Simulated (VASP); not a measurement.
Input:

```xyz
2
Lattice="0.0000 2.6519 2.6519 2.6519 0.0000 2.6519 2.6519 2.6519 0.0000" Properties=species:S:1:pos:R:3 pbc="T T T"
Ir     3.9779     3.9779     3.9779
Ir     2.6519     2.6519     2.6519
```

Level of theory: PBEsol GGA, VASP's PBE PAW potentials (set 64) (plane waves; VASP 6.6.1). Run with 400 eV cut-off, 11×11×11 Γ-centred mesh, first-order Methfessel-Paxton smearing of 0.10 eV, potentials Ir.

Energy and stress use the plane-wave basis of the starting cell.

**Question.** The ions, cell shape and volume are relaxed. Predict the relaxed structure.

**Answer.** 
```xyz
2
Lattice="0.0000 2.7513 2.7513 2.7513 0.0000 2.7513 2.7513 2.7513 0.0000" Properties=species:S:1:pos:R:3 pbc="T T T"
Ir     4.1269     4.1269     4.1269
Ir     2.7513     2.7513     2.7513
```
Space group Fd-3m (227), at a tolerance of 0.03 Å.

**Question.** How do energy and volume change from the first to the last step?

**Answer.** The energy (σ→0) changes by -178.2 meV/atom and the volume by +11.7 %, in 5 ionic steps.

The structure was generated: Ir was put into the diamond type (Fd-3m), which need not be its known phase. This run relaxes it. Symmetry was kept, so distortions that lower it aren't found.
